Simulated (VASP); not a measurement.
Calculation: modified Becke-Johnson potential (mBJ) with spin-orbit coupling, VASP's PBE PAW potentials (set 64) (plane waves; VASP).

The input files of a VASP run:

INCAR:
```
SYSTEM = InP
PREC = Accurate
ENCUT = 350
EDIFF = 1E-6
NELM = 200
ALGO = Normal
LREAL = .FALSE.
LASPH = .TRUE.
ISMEAR = 0
SIGMA = 0.05
METAGGA = MBJ
LMIXTAU = .TRUE.
LMAXMIX = 4
LWAVE = .FALSE.
LCHARG = .FALSE.
ISIF = 0
LSORBIT = .TRUE.
MAGMOM = 0 0 0 0 0 0
GGA_COMPAT = .FALSE.
```

File KPOINTS:
```
Regular mesh
0
G
  6 6 6
```

KPOINTS_OPT:
```
k-points along high-symmetry lines
11
Line-mode
Reciprocal
  0.000000   0.000000   0.000000 ! GAMMA
 -0.500000  -0.500000   0.000000 ! X

 -0.500000  -0.500000   0.000000 ! X
 -0.375000  -0.375000   0.250000 ! U

 -0.375000   0.000000   0.375000 ! K
  0.000000   0.000000   0.000000 ! GAMMA

  0.000000   0.000000   0.000000 ! GAMMA
  0.000000   0.000000   0.500000 ! L

  0.000000   0.000000   0.500000 ! L
 -0.500000  -0.250000   0.250000 ! W

 -0.500000  -0.250000   0.250000 ! W
 -0.500000  -0.500000   0.000000 ! X
```

**POSCAR**
```
InP
1
    0.0000000000     2.9743299722     2.9743299722
    2.9743299722     0.0000000000     2.9743299722
    2.9743299722     2.9743299722     0.0000000000
In P
1 1
Direct
  0.0000000000   0.0000000000   0.0000000000
  0.2500000000   0.2500000000   0.2500000000
```

POTCAR, in this order: In_d P (PBE.64 set). Program: vasp_ncl. Read from the step before: WAVECAR.

Output

### OSZICAR
```
       N       E                     dE             d eps       ncg     rms          rms(c)
DAV:   1     0.307898157096E+03    0.30790E+03   -0.64651E-01  1654   0.119E+01    0.154E+00
DAV:   2     0.307672431118E+03   -0.22573E+00   -0.15102E+00  1144   0.135E+01    0.327E+00
DAV:   3     0.307739930174E+03    0.67499E-01   -0.68609E-02  1276   0.204E+00    0.309E+00
DAV:   4     0.307732409197E+03   -0.75210E-02   -0.38331E-03  1998   0.418E-01    0.325E+00
DAV:   5     0.307735395384E+03    0.29862E-02   -0.79593E-05  1352   0.679E-02    0.327E+00
DAV:   6     0.307980462554E+03    0.24507E+00   -0.21321E-01  1148   0.351E+00    0.114E+01
DAV:   7     0.308136416767E+03    0.15595E+00   -0.86815E-02  1146   0.245E+00    0.132E+01
DAV:   8     0.308190147302E+03    0.53731E-01   -0.16199E-02  1232   0.121E+00    0.102E+01
DAV:   9     0.308212890615E+03    0.22743E-01   -0.23353E-03  1340   0.359E-01    0.981E+00
DAV:  10     0.308215261994E+03    0.23714E-02   -0.97061E-05  1730   0.678E-02    0.994E+00
DAV:  11     0.308221614719E+03    0.63527E-02   -0.15008E-05  1204   0.347E-02    0.988E+00
DAV:  12     0.308500861494E+03    0.27925E+00   -0.16864E-02  1156   0.158E+00    0.433E+00
DAV:  13     0.308525801074E+03    0.24940E-01   -0.28814E-03  1180   0.454E-01    0.325E+00
DAV:  14     0.308499815985E+03   -0.25985E-01   -0.73766E-04  1956   0.170E-01    0.264E+00
DAV:  15     0.308530268442E+03    0.30452E-01   -0.72928E-04  1528   0.413E-01    0.155E+00
DAV:  16     0.308529799486E+03   -0.46896E-03   -0.11944E-03  1378   0.329E-01    0.936E-01
DAV:  17     0.308555572474E+03    0.25773E-01   -0.90115E-04  1380   0.239E-01    0.534E-01
DAV:  18     0.308565078765E+03    0.95063E-02   -0.40981E-04  1744   0.143E-01    0.545E-01
DAV:  19     0.308573054600E+03    0.79758E-02   -0.25591E-04  1160   0.114E-01    0.553E-01
DAV:  20     0.308579453101E+03    0.63985E-02   -0.20887E-04  1206   0.138E-01    0.429E-01
DAV:  21     0.308584966668E+03    0.55136E-02   -0.62994E-05  1366   0.788E-02    0.540E-01
DAV:  22     0.308576035342E+03   -0.89313E-02   -0.33127E-05  1328   0.866E-02    0.362E-01
DAV:  23     0.308574658653E+03   -0.13767E-02   -0.14723E-05  1138   0.286E-02    0.230E-01
DAV:  24     0.308571556954E+03   -0.31017E-02   -0.89255E-06  1684   0.343E-02    0.977E-02
DAV:  25     0.308571321288E+03   -0.23567E-03   -0.19612E-06  1008   0.126E-02    0.575E-02
DAV:  26     0.308571216037E+03   -0.10525E-03   -0.72556E-07   920   0.104E-02    0.293E-02
DAV:  27     0.308571502508E+03    0.28647E-03   -0.29724E-07   738   0.532E-03    0.677E-03
DAV:  28     0.308571662687E+03    0.16018E-03   -0.17866E-07   610   0.452E-03    0.313E-03
DAV:  29     0.308571858934E+03    0.19625E-03   -0.68289E-08   608   0.313E-03    0.300E-03
DAV:  30     0.308571863269E+03    0.43352E-05   -0.84301E-08   606   0.243E-03    0.143E-03
DAV:  31     0.308571884486E+03    0.21217E-04   -0.29263E-08   586   0.179E-03    0.917E-04
DAV:  32     0.308571881042E+03   -0.34445E-05   -0.17056E-08   578   0.122E-03    0.696E-04
DAV:  33     0.308571872900E+03   -0.81417E-05   -0.11649E-08   578   0.989E-04    0.635E-04
DAV:  34     0.308571828484E+03   -0.44416E-04   -0.78836E-09   578   0.721E-04    0.636E-04
DAV:  35     0.308571812474E+03   -0.16010E-04   -0.64395E-09   578   0.678E-04    0.103E-04
DAV:  36     0.308571806807E+03   -0.56674E-05   -0.46161E-09   578   0.565E-04    0.129E-04
DAV:  37     0.308571814656E+03    0.78493E-05   -0.32866E-09   578   0.462E-04    0.202E-04
DAV:  38     0.308571817510E+03    0.28538E-05   -0.24137E-09   578   0.366E-04    0.188E-04
DAV:  39     0.308571813915E+03   -0.35947E-05   -0.17592E-09   578   0.377E-04    0.635E-05
DAV:  40     0.308571815372E+03    0.14575E-05   -0.13459E-09   578   0.271E-04    0.115E-04
DAV:  41     0.308571814355E+03   -0.10176E-05   -0.98884E-10   578   0.241E-04    0.873E-05
DAV:  42     0.308571816191E+03    0.18361E-05   -0.73197E-10   578   0.212E-04    0.661E-05
DAV:  43     0.308571816036E+03   -0.15523E-06   -0.53713E-10   578   0.190E-04
   1 F= 0.30857182E+03 E0= 0.30857182E+03  d E =-.272720E-16  mag=     0.0000    -0.0000     0.0000
       N       E                     dE             ncg
       N       E                     dE             ncg
       N       E                     dE             ncg
```

OUTCAR:
```
------------------------ aborting loop because EDIFF is reached ----------------------------------------
  volume of cell :       52.63
      direct lattice vectors                 reciprocal lattice vectors
     0.000000000  2.974329972  2.974329972    -0.168105087  0.168105087  0.168105087
     2.974329972  0.000000000  2.974329972     0.168105087 -0.168105087  0.168105087
     2.974329972  2.974329972  0.000000000     0.168105087  0.168105087 -0.168105087
  FREE ENERGIE OF THE ION-ELECTRON SYSTEM (eV)
  ---------------------------------------------------
  free  energy   TOTEN  =       308.5718160357 eV

  energy  without entropy=      308.5718160357  energy(sigma->0) =      308.57181604

     CMBJ =    1.0000

     CMBJA=   -0.0120

     CMBJB=    1.0230

     CMBJE=    0.5000

    CMBJ =    1.2207

 Ion:    1  E_soc:     -0.0643215

 Ion:    2  E_soc:     -0.0010359
```
(Selected blocks of OUTCAR.)

OUTCAR:
```
 val. band max:        4.6457015365   @ k =   0.0000   0.0000   0.0000

 cond. band min:       6.0471689580   @ k =   0.0000   0.0000   0.0000


 Fermi energy:         4.9190618462

 k-point     1 :       0.0000    0.0000    0.0000
  band No.  band energies     occupation
      1     -10.2451      1.00000
      2     -10.2451      1.00000
      3     -10.2451      1.00000
      4     -10.2451      1.00000
      5      -9.4530      1.00000
      6      -9.4530      1.00000
      7      -9.3414      1.00000
      8      -9.3414      1.00000
      9      -9.3414      1.00000
     10      -9.3414      1.00000
     11      -6.3858      1.00000
     12      -6.3858      1.00000
     13       4.5609      1.00000
     14       4.5609      1.00000
     15       4.6457      1.00000
     16       4.6457      1.00000
     17       4.6457      1.00000
     18       4.6457      1.00000
     19       6.0472      0.00000
     20       6.0472      0.00000
     21       9.0687      0.00000
     22       9.0687      0.00000
     23       9.4853      0.00000
     24       9.4853      0.00000
     25       9.4853      0.00000
     26       9.4853      0.00000

 k-point     2 :       0.1667    0.0000    0.0000
  band No.  band energies     occupation
      1     -10.2482      1.00000
      2     -10.2482      1.00000
      3     -10.2467      1.00000
      4     -10.2395      1.00000
      5      -9.4550      1.00000
      6      -9.4550      1.00000
      7      -9.3514      1.00000
      8      -9.3514      1.00000
      9      -9.3387      1.00000
     10      -9.3296      1.00000
     11      -6.1038      1.00000
     12      -6.1038      1.00000
     13       2.7530      1.00000
     14       2.7530      1.00000
     15       4.3286      1.00000
     16       4.3286      1.00000
     17       4.3924      1.00000
     18       4.4038      1.00000
     19       7.0303      0.00000
     20       7.0303      0.00000
     21       9.5035      0.00000
     22       9.5035      0.00000
...
```

mBJ is a potential without an energy functional, so only the levels count.

The compound is InP in the zinc blende structure. It was relaxed first. The cell's shape comes from a PBE relaxation.
